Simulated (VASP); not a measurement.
Consider the following.

```xyz
1
Lattice="0.0000 2.0250 2.0250 2.0250 0.0000 2.0250 2.0250 2.0250 0.0000" Properties=species:S:1:pos:R:3 pbc="T T T"
Al     0.0000     0.0000     0.0000
```

Calculation: PBEsol GGA, VASP's PBE PAW potentials (set 64) (plane waves; VASP). Run with 480 eV cut-off, 14×14×14 Γ-centred mesh, first-order Methfessel-Paxton smearing of 0.10 eV, potentials Al.

Energy and stress use the plane-wave basis of the starting cell.

Problem. The ions, cell shape and volume are relaxed. Which structure does the run end with?

Solution. 
```xyz
1
Lattice="0.0000 2.0060 2.0060 2.0060 0.0000 2.0060 2.0060 2.0060 0.0000" Properties=species:S:1:pos:R:3 pbc="T T T"
Al     0.0000     0.0000     0.0000
```
Space group Fm-3m (225), at a tolerance of 0.03 Å.

Problem. How do energy and volume change from the first to the last step?

Solution. The energy (σ→0) changes by -3.3 meV/atom and the volume by -2.8 %, in 3 ionic steps.

```tsv
step	E(σ→0) (eV)	max force (eV/Å)	pressure (GPa)	volume (Å³)
1	-4.0818	0.000	-2.23	16.61
2	-4.0849	0.000	0.44	16.06
3	-4.0850	0.000	0.00	16.14
```

The compound is Al in the fcc structure. This run relaxes it. Symmetry was kept, so distortions that lower it aren't found.
